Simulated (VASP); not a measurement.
Consider the following.

```
Yb
1.0
    0.00000     2.66919     2.66919
    2.66919     0.00000     2.66919
    2.66919     2.66919     0.00000
Yb
1
Direct
  0.00000   0.00000   0.00000
```

These are r2SCAN+rVV10, VASP's PBE PAW potentials (set 64) (plane waves; VASP) values and carry that method's errors. Settings: 520 eV cut-off, 11×11×11 Γ-centred mesh, first-order Methfessel-Paxton smearing of 0.10 eV, potentials Yb_2.

The 4f electrons are frozen in the core of the lanthanide potential, so 4f levels, which can set the real gap, and their magnetism are missing.

Task: Predict the energy per atom (σ→0).

Result: 
```json
{
 "energy per atom (σ→0)": "-33.192 eV/atom"
}
```

The absolute energy has meaning only against runs of the same code, potentials and settings.

The compound is Yb in the fcc structure. It was relaxed first, which changed the volume by -8 %. The start is the result of an earlier pass.
